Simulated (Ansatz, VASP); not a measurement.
# CaC2: VASP beside Ansatz

INCAR

```
SYSTEM = CaC2
  PREC = Accurate
  ENCUT = 520
  EDIFF = 1E-6
  ISMEAR = 0
  SIGMA = 0.05
  LREAL = .False.
  LASPH = .True.
  NELM = 100
  ALGO = Fast
  ISIF = 2
  LWAVE = .False.
  LCHARG = .False.
  GGA = CA
  NBANDS = 16
```

File KPOINTS:

```
regular mesh
0
Gamma
  10 10 10
  0 0 0
```

The input POSCAR:

```
CaC2
1.0
   -1.9342985994      1.9342985994      3.2821640236
    1.9342985994     -1.9342985994      3.2821640236
    1.9342985994      1.9342985994     -3.2821640236
Ca C
1 2
Direct
    0.0000000000      0.0000000000      0.0000000000
    0.5978927200      0.5978927200      0.0000000000
    0.4021072800      0.4021072800      0.0000000000
```

Input for Ansatz:

```yaml
crystal:
  lattice:
    - [-1.9342985994, 1.9342985994, 3.2821640236]
    - [1.9342985994, -1.9342985994, 3.2821640236]
    - [1.9342985994, 1.9342985994, -3.2821640236]
  atoms:
    - { symbol: Ca, position: [0.0, 0.0, 0.0] }
    - { symbol: C, position: [0.59789272, 0.59789272, 0.0] }
    - { symbol: C, position: [0.40210728, 0.40210728, 0.0] }
basis:
  ecutwfc: 420
kpoints:
  mp_grid: { grid: [10, 10, 10] }
hamiltonian:
  xc: lda
scf:
  occupations: { method: gaussian, width: 0.05 }
output:
  forces: true
  stress: true
  eigenvalues: true
```

Change from the starting cell: strain +0.0250 x Voigt [0, 0, 1, 0, 0, 0], atoms carried along.

Alike in both runs: task single point; functional LDA; k mesh 10 × 10 × 10; occupations gaussian, width 0.05 eV; no spin polarisation.

```csv
,VASP,Ansatz
version,VASP 6.6.1,Ansatz 0.2.0
potentials or method,"VASP PAW LDA potentials, release 64 (Ca_sv, C)","scalar-relativistic, plane waves, PAW"
plane-wave cutoff (eV),520,420
valence electrons in the cell,18,18
```

Ansatz gave:

* gap on the k mesh at the Fermi level (eV): 1.07
* least direct gap on the mesh (eV): 2.13
* pressure (GPa): -8.6
* largest component of the traceless stress (GPa): 8.72
* rms of the force components (eV/Å): 0.922

Q: Estimate VASP's values.

A: gap on the k mesh at the Fermi level (eV): 1.06; least direct gap on the mesh (eV): 2.12; pressure (GPa): -8.3; largest component of the traceless stress (GPa): 8.46; rms of the force components (eV/Å): 0.882.

Atom by atom the forces differ by 0.040 eV/Å (rms over components).

Caveats: forces of over 1 eV/Å show positions far from the minimum, so gaps and moduli don't describe the material at rest. A k mesh can miss the band edges.
